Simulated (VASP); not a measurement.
Input:

```xyz
4
Lattice="3.7521 0.0000 0.0000 0.0000 3.7521 0.0000 0.0000 0.0000 5.3023" Properties=species:S:1:pos:R:3 pbc="T T T"
Ba     1.8760     1.8760     2.6512
Sr     0.0000     0.0000     0.0000
O      1.8760     1.8760     0.0000
O      0.0000     0.0000     2.6512
```

Level of theory: LDA (Ceperley-Alder, Perdew-Zunger), VASP's LDA PAW potentials (set 64) (plane waves; VASP). Run with 520 eV cut-off, Gaussian smearing of 0.050 eV, potentials Ba_sv Sr_sv O.

Unless said otherwise, spin-orbit coupling is left out, though it shifts the bands of the heavy elements here.

Q: Give the energies of bands 11 to 19 at the high-symmetry points, in eV from the valence-band maximum.

A: 
| band | Γ | X | M | Z | R | A |
|---|---|---|---|---|---|---|
| 11 | -0.93 | -2.41 | -1.19 | -2.00 | -3.07 | -1.87 |
| 12 | -0.92 | -2.10 | -1.19 | -1.82 | -2.34 | -1.80 |
| 13 | -0.92 | -1.85 | -0.94 | -1.06 | -2.02 | -1.46 |
| 14 | -0.38 | -1.74 | -0.26 | -1.06 | -1.95 | -1.46 |
| 15 | -0.38 | -1.35 | 0.00 | -0.45 | -1.91 | -0.08 |
| 16 | -0.32 | -0.45 | 0.00 | -0.45 | -1.84 | -0.08 |
| 17 | 1.86 | 4.71 | 1.88 | 2.78 | 5.08 | 4.53 |
| 18 | 3.00 | 4.95 | 1.88 | 3.15 | 5.19 | 4.53 |
| 19 | 4.83 | 5.64 | 6.18 | 4.55 | 7.21 | 4.83 |

The gap is indirect, 1.86 eV, from the valence maximum at M to the conduction minimum at Γ.

The structure comes from a computed database's BaSrO2 entry (P4/mmm); how it stands against other phases isn't given here. It was relaxed first, which changed the volume by -7 %.
